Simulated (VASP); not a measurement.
Output of a VASP run:

### OSZICAR
```
       N       E                     dE             d eps       ncg     rms          rms(c)
DAV:   1     0.865054013403E+02    0.86505E+02   -0.86884E+03   566   0.123E+03
DAV:   2    -0.589054551961E+02   -0.14541E+03   -0.14175E+03   602   0.329E+02
DAV:   3    -0.704354535364E+02   -0.11530E+02   -0.11292E+02   740   0.995E+01
DAV:   4    -0.707019008695E+02   -0.26645E+00   -0.26631E+00   636   0.182E+01
DAV:   5    -0.707118415646E+02   -0.99407E-02   -0.99405E-02   798   0.329E+00    0.453E+00
DAV:   6    -0.654700074111E+02    0.52418E+01   -0.29117E+00   692   0.327E+01    0.398E+00
DAV:   7    -0.654868550998E+02   -0.16848E-01   -0.72399E-01   572   0.115E+01    0.214E+00
DAV:   8    -0.655470298835E+02   -0.60175E-01   -0.67502E-01   560   0.719E+00    0.835E-01
DAV:   9    -0.656099001629E+02   -0.62870E-01   -0.23006E-01   560   0.422E+00    0.654E-01
DAV:  10    -0.656062049008E+02    0.36953E-02   -0.37471E-02   632   0.218E+00    0.408E-01
DAV:  11    -0.656085243570E+02   -0.23195E-02   -0.15667E-02   560   0.118E+00    0.907E-02
DAV:  12    -0.656122422479E+02   -0.37179E-02   -0.53166E-03   584   0.774E-01    0.141E-01
DAV:  13    -0.656116887198E+02    0.55353E-03   -0.73208E-04   638   0.267E-01    0.100E-01
DAV:  14    -0.656123422139E+02   -0.65349E-03   -0.35519E-04   590   0.220E-01    0.399E-02
DAV:  15    -0.656126543997E+02   -0.31219E-03   -0.36307E-04   584   0.220E-01    0.190E-02
DAV:  16    -0.656126468849E+02    0.75148E-05   -0.30504E-05   692   0.643E-02    0.159E-03
DAV:  17    -0.656126586023E+02   -0.11717E-04   -0.95429E-06   584   0.355E-02    0.396E-03
DAV:  18    -0.656126580442E+02    0.55807E-06   -0.28687E-07   752   0.485E-03    0.333E-03
DAV:  19    -0.656126592710E+02   -0.12268E-05   -0.65283E-07   584   0.642E-03    0.140E-03
DAV:  20    -0.656126577066E+02    0.15644E-05   -0.39487E-07   584   0.865E-03    0.722E-04
DAV:  21    -0.656126579749E+02   -0.26832E-06   -0.33862E-08   662   0.163E-03    0.643E-04
DAV:  22    -0.656126579255E+02    0.49443E-07   -0.38603E-09   328   0.729E-04    0.454E-04
DAV:  23    -0.656126579561E+02   -0.30617E-07   -0.16793E-09   304   0.541E-04    0.105E-04
DAV:  24    -0.656126579273E+02    0.28793E-07   -0.68404E-10   316   0.234E-04    0.926E-05
DAV:  25    -0.656126579516E+02   -0.24303E-07   -0.27101E-10   310   0.222E-04    0.207E-05
DAV:  26    -0.656126579454E+02    0.62200E-08   -0.13208E-10   316   0.130E-04
   1 F= -.65612658E+02 E0= -.65612658E+02  d E =-.656127E+02
```

File OUTCAR:
```
------------------------ aborting loop because EDIFF is reached ----------------------------------------
  FORCE on cell =-STRESS in cart. coord.  units (eV):
  Direction    XX          YY          ZZ          XY          YZ          ZX
  --------------------------------------------------------------------------------------
  Total        0.0054890      0.0054890      0.0054890      0.0000000      0.0000000     -0.0000000
  in kB        0.1651375      0.1651375      0.1651375      0.0000000      0.0000000     -0.0000000
  external PRESSURE =       0.1651375 kB  Pullay stress =       0.0000000 kB
  volume of cell :       53.25
      direct lattice vectors                 reciprocal lattice vectors
     0.000000000  2.986129305  2.986129305    -0.167440840  0.167440840  0.167440840
     2.986129305  0.000000000  2.986129305     0.167440840 -0.167440840  0.167440840
     2.986129305  2.986129305  0.000000000     0.167440840  0.167440840 -0.167440840
  FREE ENERGIE OF THE ION-ELECTRON SYSTEM (eV)
  ---------------------------------------------------
  free  energy   TOTEN  =       -65.6126579454 eV

  energy  without entropy=      -65.6126579454  energy(sigma->0) =      -65.61265795

 reached required accuracy - stopping structural energy minimisation
```
(Selected blocks of OUTCAR.)

File POSCAR:
```
PbS
1
   -0.0000000000     2.9861293047     2.9861293047
    2.9861293047    -0.0000000000     2.9861293047
    2.9861293047     2.9861293047     0.0000000000
Pb S
1 1
Direct
  0.0000000000   0.0000000000   0.0000000000
  0.5000000000   0.5000000000   0.5000000000
```

Task: Reconstruct the remaining input files.

Result: One answer among several that fit: the input of the run itself, r2SCAN meta-GGA, plane waves, VASP's PBE PAW potentials (set 64).

INCAR:
```
SYSTEM=PbS
PREC=Accurate; ENCUT=400; LREAL=.FALSE.
LASPH=.TRUE.
EDIFF=1E-8; NELM=100; ALGO=Normal
LMAXMIX=4; LMIXTAU=.TRUE.
ISMEAR=0; SIGMA=0.05
METAGGA=R2SCAN
IBRION=1; NSW=30; ISIF=2
EDIFFG=-0.001
LWAVE=.FALSE.; LCHARG=.FALSE.
```

File KPOINTS:
```
Automatic mesh
0
Gamma
7 7 7
0 0 0
```

POTCAR, in this order: Pb_d S (PBE.64 set). Program: vasp_std.

The compound is PbS in the rock salt structure. It was relaxed first. The start is the result of an earlier pass.
